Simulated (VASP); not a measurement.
Output of a VASP run:

### OSZICAR
```
       N       E                     dE             d eps       ncg     rms          rms(c)
DAV:   1     0.309546674835E+03    0.30955E+03   -0.23422E+04  3504   0.104E+03
DAV:   2    -0.351261510229E+01   -0.31306E+03   -0.29898E+03  3812   0.283E+02
DAV:   3    -0.210455711590E+02   -0.17533E+02   -0.17297E+02  5196   0.538E+01
DAV:   4    -0.217704404086E+02   -0.72487E+00   -0.72273E+00  4880   0.930E+00
DAV:   5    -0.217866250378E+02   -0.16185E-01   -0.16184E-01  4594   0.124E+00    0.278E+01
DAV:   6    -0.204281358072E+02    0.13585E+01   -0.87878E+00  3802   0.177E+01    0.125E+01
DAV:   7    -0.203777659361E+02    0.50370E-01   -0.49598E-01  4214   0.423E+00    0.505E+00
DAV:   8    -0.203581425924E+02    0.19623E-01   -0.30691E-02  4342   0.898E-01    0.111E+00
DAV:   9    -0.203561232611E+02    0.20193E-02   -0.69022E-03  5118   0.440E-01    0.190E-01
DAV:  10    -0.203562107274E+02   -0.87466E-04   -0.27779E-04  5358   0.658E-02    0.461E-02
DAV:  11    -0.203562332601E+02   -0.22533E-04   -0.56306E-05  5550   0.229E-02    0.173E-02
DAV:  12    -0.203562337966E+02   -0.53647E-06   -0.56896E-06  3972   0.979E-03
   1 F= -.20356234E+02 E0= -.20354203E+02  d E =-.406157E-02
```

OUTCAR:
```
------------------------ aborting loop because EDIFF is reached ----------------------------------------
  FORCE on cell =-STRESS in cart. coord.  units (eV):
  Direction    XX          YY          ZZ          XY          YZ          ZX
  --------------------------------------------------------------------------------------
  Total       -5.5081736     -4.2914374     -4.7346487      0.0000000      0.0000000      0.0000000
  in kB      -56.5086673    -44.0261012    -48.5730310      0.0000000      0.0000000      0.0000000
  external PRESSURE =     -49.7025998 kB  Pullay stress =       0.0000000 kB
  volume of cell :      156.17
      direct lattice vectors                 reciprocal lattice vectors
    -2.422710000  3.877744000  4.155876000     0.000000000  0.128940951  0.120311578
     2.422710000 -3.877744000  4.155876000     0.206380458  0.000000000  0.120311578
     2.422710000  3.877744000 -4.155876000     0.206380458  0.128940951  0.000000000
 POSITION                                       TOTAL-FORCE (eV/Angst)
 -----------------------------------------------------------------------------------
      0.00000      1.93887      0.41559        -0.000000      0.000000     -0.274127
      2.42271      1.93887      3.74029         0.000000     -0.000000      0.274127
     -0.00000      4.26552      2.82600         0.000000      0.150966     -0.135935
      2.42271      3.48997     -1.32988        -0.000000     -0.150966     -0.135935
      2.42271     -0.38777      1.32988        -0.000000     -0.150966      0.135935
     -0.00000      0.38777      5.48576         0.000000      0.150966      0.135935
 -----------------------------------------------------------------------------------
    total drift:                               -0.000000      0.000000     -0.000000
  FREE ENERGIE OF THE ION-ELECTRON SYSTEM (eV)
  ---------------------------------------------------
  free  energy   TOTEN  =       -20.3562337966 eV

  energy  without entropy=      -20.3521722296  energy(sigma->0) =      -20.35420301
```
(Selected blocks of OUTCAR.)

### POSCAR
```
SrAg2
1
   -2.4227100000     3.8777440000     4.1558760000
    2.4227100000    -3.8777440000     4.1558760000
    2.4227100000     3.8777440000    -4.1558760000
Sr Ag
2 4
Direct
  0.3000000000   0.0500000000   0.2500000000
  0.7000000000   0.9500000000   0.7500000000
  0.8900000000   0.3400000000   0.5500000000
  0.2900000000   0.3400000000   0.9500000000
  0.1100000000   0.6600000000   0.4500000000
  0.7100000000   0.6600000000   0.0500000000
```

**Question.** Write an INCAR and KPOINTS that could have produced this output.

**Answer.** This is not unique; one that fits is the input of the run itself, LDA (Ceperley-Alder, Perdew-Zunger), plane waves, VASP's LDA PAW potentials (set 64).

### KPOINTS
```
Automatic mesh
0
Gamma
6 6 6
0 0 0
```

**INCAR**
```
# general
SYSTEM  = SrAg2
PREC    = Accurate
ENCUT   = 300
LREAL   = .FALSE.   # projection in real space or not
LASPH   = .TRUE.

# electronic loop
EDIFF   = 1E-6   # SCF stop (eV)
NELM    = 100   # most electronic steps
ALGO    = Normal   # blocked Davidson
LMAXMIX = 4

# smearing
ISMEAR  = 0
SIGMA   = 0.05   # width (eV)

# ions
ISIF    = 2

# output
LWAVE   = .FALSE.
LCHARG  = .FALSE.
```

POTCAR, in this order: Sr_sv Ag (LDA.64 set). Program: vasp_std.

At this cut-off the stress carries a Pulay error, which pulls relaxed volumes low.

The structure comes from a measured SrAg2 entry of the Crystallography Open Database, whose conditions weren't checked. The cell was not relaxed at this level. The run is one of a series of settings (KPOINTS 6×6×6 Γ-centred mesh against the base run), some of them coarse on purpose.
